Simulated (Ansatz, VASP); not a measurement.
# Sn2S3 (Ottemannite): VASP beside Ansatz, part 2 of 2

Aim: how closely do two programs agree when they are given the same cell, functional and k mesh? The cell is taken from a series of runs on this material, whose earlier steps may have relaxed, scaled, displaced or heated it; both programs get it as it stands.

VASP 6.6.1 and Ansatz 0.2.0.

So far. Step 2 (VASP: single point, r2SCAN): The run ends at a pressure of 1.44 GPa, with forces up to 0.10 eV/Å.

## (3) Ansatz: single point, r2SCAN

Level of this step: Ansatz beside VASP: Kohn-Sham DFT, plane waves, r2SCAN (Ansatz).

Ansatz runs on its default PAW (the set named soft_2) files.

The same cell, functional, mesh and smearing now go to Ansatz, which takes its cutoff from its data sets.

input.yaml

```yaml
crystal:
  lattice:
    - [8.878, 0.0, 0.0]
    - [0.0, 3.751, 0.0]
    - [0.0, 0.0, 14.02]
  atoms:
    - { symbol: Sn, position: [0.16494, 0.25, 0.05195] }
    - { symbol: Sn, position: [0.33506, 0.75, 0.55195] }
    - { symbol: Sn, position: [0.66494, 0.25, 0.44805] }
    - { symbol: Sn, position: [0.83506, 0.75, 0.94805] }
    - { symbol: Sn, position: [0.48509, 0.75, 0.16936] }
    - { symbol: Sn, position: [0.01491, 0.25, 0.66936] }
    - { symbol: Sn, position: [0.98509, 0.75, 0.33064] }
    - { symbol: Sn, position: [0.51491, 0.25, 0.83064] }
    - { symbol: S, position: [0.98047, 0.75, 0.1064] }
    - { symbol: S, position: [0.51953, 0.25, 0.6064] }
    - { symbol: S, position: [0.48047, 0.75, 0.3936] }
    - { symbol: S, position: [0.01953, 0.25, 0.8936] }
    - { symbol: S, position: [0.33879, 0.75, 0.99524] }
    - { symbol: S, position: [0.16121, 0.25, 0.49524] }
    - { symbol: S, position: [0.83879, 0.75, 0.50476] }
    - { symbol: S, position: [0.66121, 0.25, 0.00476] }
    - { symbol: S, position: [0.28631, 0.25, 0.21246] }
    - { symbol: S, position: [0.21369, 0.75, 0.71246] }
    - { symbol: S, position: [0.78631, 0.25, 0.28754] }
    - { symbol: S, position: [0.71369, 0.75, 0.78754] }
kpoints:
  mp_grid: { grid: [4, 6, 2] }
  band_path:
    path:
      - [[0.0, 0.0, 0.0], [0.5, 0.0, 0.0], [0.5, 0.5, 0.0], [0.0, 0.5, 0.0], [0.0, 0.0, 0.0], [0.0, 0.0, 0.5], [0.5, 0.0, 0.5], [0.5, 0.5, 0.5], [0.0, 0.5, 0.5], [0.0, 0.0, 0.5]]
      - [[0.5, 0.0, 0.0], [0.5, 0.0, 0.5]]
      - [[0.0, 0.5, 0.0], [0.0, 0.5, 0.5]]
      - [[0.5, 0.5, 0.0], [0.5, 0.5, 0.5]]
    npoints: 10
hamiltonian:
  xc: r2scan
scf:
  occupations: { method: fermi_dirac, width: 0.02 }
  n_extra_bands: 10
output:
  eigenvalues: true
  forces: true
  stress: true
```

Started as:

```
$ ansatz run input.yaml --threads 24 --pin off --max-ram 82944MiB --backend cuda --events-out ev --progress --plain --runs-dir out --devices 1 --max-vram 78GiB
```

Numbers of over 12 decimals in the logs are rounded to 6 here.

Log:

```text
scf.n_extra_bands = 10 over 92 filled bands (N_el = 184.0): the run solves 102 bands
GPUs: using 1 of 1 available (devices: 1).
Engine: ansatz 0.2.0, aarch64-unknown-linux-gnu
Pseudopotentials: kind: paw
Pseudopotential: Sn, paw, valence charge 14, recommended cutoff 500 eV (meta_gga), Sn.paw.azcp
Pseudopotential: S, paw, valence charge 6, recommended cutoff 500 eV (meta_gga), S.paw.azcp
Functional definition: r2SCAN
  parameter k0 = 0.174
  parameter k1 = 0.065
  parameter a1 = 4.9479
  exchange = r2scan_x(k0 = k0, k1 = k1, a1 = a1)
  correlation = r2scan_c
device memory: the entry about to start is reckoned to put 22.6 GiB on a device that reports 175.8 GiB free (of which the cap on the GPU budget leaves the run 78.0 GiB)
GPU FFT provider: cuFFT
GPU libraries: cuBLAS 13.8.1, cuFFT 12.4.0, cuSOLVER 12.3.2
GPU matrix products: emulated (plane waves: as basis.precision tells), large ones in fixed point in workspaces of 1.00 GiB
Crystal: 20 atoms, lattice volume = 466.885 Å³
Basis set: ecut = 500 eV, 11863 PW (Γ), exchange–correlation on 288×120×432 points (64 copies of the dense FFT grid, shifted against one another)
Bands: 102, of which v1, the nominal top of the filled ones, is band 92 counted from 1 (91 counted from 0)
Symmetry: 8 space group operations
Space group: Pnma (ITA 62), of the structure as read, at distance tolerance 7.8e-5 Å
k-points: 24 of 48
Non-local potential: Sn, projectors of the file, l = 0: 2, l = 1: 2, l = 2: 2, l = 3: 2
Non-local potential: S, projectors of the file, l = 0: 2, l = 1: 2, l = 2: 2
PAW form: soft (Blöchl's): semilocal exchange-correlation on the pseudo side does not see the compensation charge
PAW frozen core: Sn, regenerated for the run's functional (the file was generated under x = pbe(κ = 0.804, μ = 0.219515), c = pbe(β = 0.066725))
PAW frozen core: S, regenerated for the run's functional (the file was generated under x = pbe(κ = 0.804, μ = 0.219515), c = pbe(β = 0.066725))
PAW one-centre angular grid: Sn, 590 points (default); XC on 249 of its mesh's 2787 points in the sphere
PAW one-centre angular grid: S, 302 points (default); XC on 160 Gauss nodes
Initial density: superposition of atomic densities (neutral atoms: chi_scale 0, normalization atom), corrected by the library's trained network
Initial wavefunctions: pseudopotential atomic-orbital guess
GPU buffer pool allocated for 233280 grid points (all kernels)
GPU transforms: local potential: pruned to the plane-wave sphere, on 72×27×108; band sums: pruned to the plane-wave sphere, on 72×30×108
Functional: x = r2scan, c = r2scan; τ floored in thin density (d = 2e-4 eV/Å³)
SCF iter   1: F=—  HF=-59188.434013 eV  |F-HF|=—  |Δ(HF+E_count)|=         —  Δρ=6.37e-3  dr2=1.93e-1  dr2_τ=8.36e-2  ethr=1.77e-3  ⟨swp⟩=7.5  Hψ=10761  notcnv=0
preconditioner: auto → Resta (q_TF=auto, 2.336 Å⁻¹)  ε∞=3.3  [insulator: Δε(μ)=0.954 eV  Ē_g=15.488 eV  σ=0.020 eV  W_gap=1.00  n_scr=110 (ndim 8)  ℏωp=23.3 eV  f_vac=0.007  D(μ)=0.00/eV (n_scr^D=0)  ε∞_Penn≈3.3]
SCF iter   2: F=—  HF=-59188.594013 eV  |F-HF|=—  |Δ(HF+E_count)|=   1.60e-1  Δρ=3.47e-3  dr2=4.97e-2  dr2_τ=7.62e-4  ethr=1.05e-4  ⟨swp⟩=3.2  Hψ=5170  notcnv=0  defer=122
SCF iter   3: F=—  HF=-59188.592142 eV  |F-HF|=—  |Δ(HF+E_count)|=   1.87e-3  Δρ=8.53e-4  dr2=2.79e-3  dr2_τ=2.15e-4  ethr=2.70e-5  ⟨swp⟩=2.0  Hψ=3221  notcnv=0  defer=122
SCF iter   4: F=—  HF=-59188.592214 eV  |F-HF|=—  |Δ(HF+E_count)|=   7.18e-5  Δρ=1.75e-4  dr2=1.60e-4  dr2_τ=1.22e-5  ethr=1.52e-6  ⟨swp⟩=2.0  Hψ=4534  notcnv=0  defer=122
SCF iter   5: F=—  HF=-59188.591595 eV  |F-HF|=—  |Δ(HF+E_count)|=   6.19e-4  Δρ=6.60e-5  dr2=3.18e-5  dr2_τ=1.24e-6  ethr=8.71e-8  ⟨swp⟩=2.0  Hψ=3237  notcnv=0  defer=122
SCF iter   6: F=—  HF=-59188.592386 eV  |F-HF|=—  |Δ(HF+E_count)|=   7.91e-4  Δρ=2.46e-5  dr2=8.19e-6  dr2_τ=3.78e-7  ethr=1.73e-8  ⟨swp⟩=2.0  Hψ=3379  notcnv=0  defer=122
SCF iter   7: F=—  HF=-59188.592386 eV  |F-HF|=—  |Δ(HF+E_count)|=   2.17e-7  Δρ=6.90e-6  dr2=3.67e-7  dr2_τ=1.20e-8  ethr=4.45e-9  ⟨swp⟩=2.0  Hψ=3091  notcnv=0  defer=122
SCF iter   8: F=-59188.592386 eV  HF=-59188.592386 eV  |F-HF|=4.84e-9  |Δ(HF+E_count)|=   8.97e-8  Δρ=1.95e-6  dr2=2.86e-8  dr2_τ=2.11e-9  ethr=5.43e-11  ⟨swp⟩=11.4  Hψ=12676  notcnv=0
SCF 1 converged in 8 iterations: F = -59188.592386 eV  dr2 = 2.86e-8
  greatest PAW one-centre occupation: 0.993 electrons in one spin orbital (limit 2), on the Sn atom at site 3 (counted from 0), in its partial waves of l = 2
concurrent solve slots: 21 of 24 are kept, ahead of what memory takes: no pass of the eigensolver takes more rounds on 21
device memory: the entry about to start is reckoned to put 16.0 GiB on a device that reports 175.8 GiB free (of which the cap on the GPU budget leaves the run 78.0 GiB)
NSCF: frozen V_eff on 124 k-points
SCF converged after 8 iterations
Free energy (F): -59188.592386 eV
Harris-Foulkes:  -59188.592386 eV  (|F-HF|=4.84e-9)
Internal energy: -59188.592386 eV  (E = F + TS)
E sigma→0 (E₀):  -59188.592386 eV
Fermi energy:    7.968689 eV
--- Per-component energies (eV) ---
  E_band       = -997.728089
  E_kinetic    = 2769.510996
  E_local      = -10428.412770  (includes V_loc(G=0)·N_el)
  E_nonlocal   = 84.607367
  E_hartree    = 5712.498973
  E_xc         = -4094.185917
  E_vxc        = -1961.428270  (∫ρ·V_xc dr)
  E_paw        = -40601.482799  (= ΣΔE_a)
  E_vpaw       = -2990.948771  (= ΣTr[D̂ρ^β])
  E_aug_tail   = 0.000009  (compensation charges beyond the density's cutoff)
  E_vtau       = 103.944896  (kinetic-family band-sum trace: ∫τ·v_τ [+ j·A + Jᵃ·Aᵃ] dr)
  E_ewald      = -12635.693603
  E_core_change = 4.565358  (= ΣΔE_core)
  E_smearing   = -0.000000  (= −TS)
  E_closure    = -0.000000  (closes the sum)
  Σ components = -59188.592386   (vs F -59188.592386, Δ=0.00e0)
--- Forces (eV/Å), atoms counted from 1 ---
  atom   1  Sn    -0.03047829     0.00000000    -0.04297193
  atom   2  Sn     0.03047829     0.00000000    -0.04297193
  atom   3  Sn    -0.03047829     0.00000000     0.04297193
  atom   4  Sn     0.03047829     0.00000000     0.04297193
  atom   5  Sn    -0.11059744    -0.00000000    -0.02422239
  atom   6  Sn     0.11059744     0.00000000    -0.02422239
  atom   7  Sn    -0.11059744    -0.00000000     0.02422239
  atom   8  Sn     0.11059744     0.00000000     0.02422239
  atom   9  S     -0.00831754    -0.00000000     0.06476250
  atom  10  S      0.00831754     0.00000000     0.06476250
  atom  11  S     -0.00831754    -0.00000000    -0.06476250
  atom  12  S      0.00831754     0.00000000    -0.06476250
  atom  13  S      0.04411354     0.00000000     0.04292224
  atom  14  S     -0.04411354     0.00000000     0.04292224
  atom  15  S      0.04411354     0.00000000    -0.04292224
  atom  16  S     -0.04411354     0.00000000    -0.04292224
  atom  17  S      0.10066722    -0.00000000     0.03413813
  atom  18  S     -0.10066722     0.00000000     0.03413813
  atom  19  S      0.10066722    -0.00000000    -0.03413813
  atom  20  S     -0.10066722     0.00000000    -0.03413813
  max |Σ_I F_I| component: 9.71e-17 eV/Å
--- Stress (GPa, compression-positive) ---
        1.433203       0.000000       0.000000
        0.000000       1.559002       0.000000
        0.000000       0.000000       1.418295
  P = ⅓ Tr σ = 1.4702 GPa (14.702 kbar)
--- Band table (eV; the first three rows and the last of 24) ---
  k-point 0: bands = [... 88 lower, 6.2511, 6.7331, 7.4731, 7.5369, 8.6405, 8.8013, 8.9180, 9.2163, ... 6 higher]
  k-point 1: bands = [... 88 lower, 6.3922, 6.3922, 7.5214, 7.5214, 8.4453, 8.4453, 9.1940, 9.1940, ... 6 higher]
  k-point 2: bands = [... 88 lower, 6.5777, 6.7445, 7.1043, 7.2104, 9.0286, 9.0741, 9.5119, 9.7796, ... 6 higher]
  k-point 23: bands = [... 88 lower, 6.2002, 6.2002, 6.2002, 6.2002, 8.8952, 8.8952, 8.8952, 8.8952, ... 6 higher]
```

## (4) Differences

Known differences besides the potentials themselves: VASP keeps PBE cores, Ansatz makes them for the functional; the cutoff is 500 eV in Ansatz and 550 eV in VASP. Total energies have different zeros and are not compared.

Both answers:

| quantity | Ansatz | VASP | difference |
| --- | --- | --- | --- |
| pressure (GPa) | 1.47 | 1.44 | +0.03 |
| gap on the k mesh (eV) | 0.876 | 0.876 | 0.000 |

Forces on 7 of the 20 atoms, those with the largest forces and the largest differences (eV/Å; atoms numbered as in POSCAR):

| atom | Ansatz x, y, z | VASP x, y, z |
| --- | --- | --- |
| Sn5 | -0.111, 0.000, -0.024 | -0.097, 0.000, -0.026 |
| Sn6 | 0.111, 0.000, -0.024 | 0.097, 0.000, -0.026 |
| Sn7 | -0.111, 0.000, 0.024 | -0.097, 0.000, 0.026 |
| Sn8 | 0.111, 0.000, 0.024 | 0.097, 0.000, 0.026 |
| S18 | -0.101, 0.000, 0.034 | -0.091, 0.000, 0.039 |
| S19 | 0.101, 0.000, -0.034 | 0.091, 0.000, -0.039 |
| S20 | -0.101, 0.000, -0.034 | -0.091, 0.000, -0.039 |

The forces differ by 4.9 meV/Å r.m.s., which is 11.0 % of the r.m.s. force of 0.045 eV/Å (both taken over all components). A gap on the mesh is an upper bound, since the band edges may lie between its points.

## (5) What came out

```yaml
r_m_s_force_difference_single_point_r2scan: 4.9 meV/Å
```

In words: The r.m.s. force difference is 4.9 meV/Å (single point, r2SCAN), within the 12 meV/Å picked in this series as the mark of a large difference. How closely two codes agree says nothing of how well the functional describes the real material.

[Lines on the potential files, build, host, timing and source positions are cut from VASP's logs without a mark.]

[Logs are printed without paths, hosts, clocks, repeated set-up lines and the standing remarks that a program may print on its own settings, such as how far it seeks lower states.]

[Hosts, paths, dates, database ids (printed as entryN), source tags and the programs' standing remarks are cut or masked in the printed files.]
